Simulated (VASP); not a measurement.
Input for VASP

POSCAR:
```
TiO2
1.0
 -1.9060971281   1.9060971281   4.8063657447
  1.9060971281  -1.9060971281   4.8063657447
  1.9060971281   1.9060971281  -4.8063657447
Ti O
2 4
Cartesian
 -0.0000000000   1.9060971281   2.4031828723
  0.0000000000   0.0000000000   0.0000000000
  0.0000000000   1.9060971281   0.4038205739
  0.0000000000  -0.0000000000   7.6133691909
  0.0000000000  -0.0000000000   1.9993622985
  0.0000000000   1.9060971281   4.4025451708
```

File KPOINTS:
```
kpoints
0
gamma
  7 7 7
0 0 0
```

**INCAR**
```
! general
SYSTEM  = TiO2
PREC    = Accurate
ENCUT   = 520
LREAL   = F
LASPH   = T

! electronic loop
EDIFF   = 1E-6
NELM    = 100
ALGO    = Normal
LMAXMIX = 4

! smearing
ISMEAR  = 0
SIGMA   = 0.05

! functional
GGA     = 91

! ions
IBRION  = 2
NSW     = 60
ISIF    = 3
EDIFFG  = -0.02

! output
LWAVE   = F
LCHARG  = F
```

POTCAR, in this order: Ti_sv O (PBE.64 set). Program: vasp_std.

### Question
Translate this PW91 calculation to Quantum ESPRESSO's pw.x.

### Answer
One equivalent input (not run):
```
&CONTROL
  calculation = 'vc-relax'
  pseudo_dir = './pseudo'
  outdir = './out'
  tprnfor = .true.
  tstress = .true.
  nstep = 60
  forc_conv_thr = 0.00078
/
&SYSTEM
  ibrav = 0
  nat = 6
  ntyp = 2
  ecutwfc = 84
  occupations = 'smearing'
  smearing = 'gaussian'
  degauss = 0.003675
  input_dft = 'pw91'
/
&ELECTRONS
  conv_thr = 7.3e-08
  electron_maxstep = 100
/
&IONS
/
&CELL
/
ATOMIC_SPECIES
  Ti 47.867 Ti.upf
  O 15.999 O.upf
CELL_PARAMETERS angstrom
    -1.9060971    1.9060971    4.8063657
     1.9060971   -1.9060971    4.8063657
     1.9060971    1.9060971   -4.8063657
ATOMIC_POSITIONS crystal
  Ti   0.7500000  0.2500000  0.5000000
  Ti   0.0000000  0.0000000  0.0000000
  O    0.5420089  0.0420089  0.5000000
  O    0.7920089  0.7920089  0.0000000
  O    0.2079911  0.2079911  0.0000000
  O    0.9579911  0.4579911  0.5000000
K_POINTS automatic
  7 7 7 0 0 0
```
Limits of the translation: the potentials are each code's own (VASP's PAW set, PseudoDojo norm-conserving files in pw.x), so ENCUT and ecutwfc are chosen apart and not converted; conv_thr bounds pw.x's estimated SCF error, while EDIFF bounds the energy change between steps; forc_conv_thr acts on force components and is met together with etot_conv_thr.

The compound is TiO2 in the anatase structure, one of several forms; rutile is the usual stable one. This run relaxes it. Symmetry was kept, so distortions that lower it aren't found. The start is the result of an earlier pass.
